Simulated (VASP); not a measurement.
Input:

```
CELL_PARAMETERS angstrom
      3.98868     0.00000     0.00000
      0.00000     4.22911     0.00000
      0.00000     0.00000    11.12178
ATOMIC_POSITIONS crystal
  Sn 0.25000 0.38678 0.61850
  Sn 0.25000 0.11322 0.11850
  Sn 0.75000 0.61322 0.38150
  Sn 0.75000 0.88678 0.88150
  S  0.25000 0.02642 0.35277
  S  0.25000 0.47358 0.85277
  S  0.75000 0.97358 0.64723
  S  0.75000 0.52642 0.14723
```

Method: PBEsol GGA, VASP's PBE PAW potentials (set 64) (plane waves; VASP 6.6.1). Run with 400 eV cut-off, Gaussian smearing of 0.050 eV, potentials Sn_d S.

Unless said otherwise, spin-orbit coupling is left out, though it shifts the bands of the heavy elements here.

Task: Give the energies of bands 34 to 47 at the high-symmetry points, in eV from the valence-band maximum.

Result: 
```csv
band,Γ,X,S,Y,Z,U,R,T
34,-3.23,-3.16,-2.49,-2.60,-2.24,-2.54,-4.16,-4.08
35,-2.66,-2.47,-2.49,-2.13,-1.89,-2.25,-4.16,-3.58
36,-2.26,-2.47,-2.49,-2.13,-1.89,-2.25,-4.16,-3.58
37,-2.06,-2.31,-1.06,-1.09,-1.02,-0.79,-1.83,-2.63
38,-1.36,-2.31,-1.06,-1.09,-1.02,-0.79,-1.83,-2.63
39,-0.85,-0.75,-1.06,-0.84,-0.17,-0.08,-1.83,-1.64
40,-0.73,-0.75,-1.06,-0.84,-0.17,-0.08,-1.83,-1.64
41,0.66,2.54,1.53,1.07,1.33,1.22,2.48,2.67
42,2.88,2.54,1.53,1.07,1.33,1.22,2.48,2.67
43,2.91,2.68,1.53,1.66,1.82,1.74,2.48,2.94
44,3.03,2.68,1.53,1.66,1.82,1.74,2.48,2.94
45,3.36,4.02,2.40,1.94,1.82,1.87,4.60,4.43
46,3.68,4.02,2.40,1.94,1.82,1.87,4.60,4.43
47,4.24,4.10,2.40,2.76,2.76,3.29,4.60,4.67
```

The gap is indirect, 0.65 eV, from the valence maximum at Γ-Z at 0.83 to the conduction minimum at Y-Γ at 0.33.

The compound is SnS in the sg62 structure. It was relaxed first.
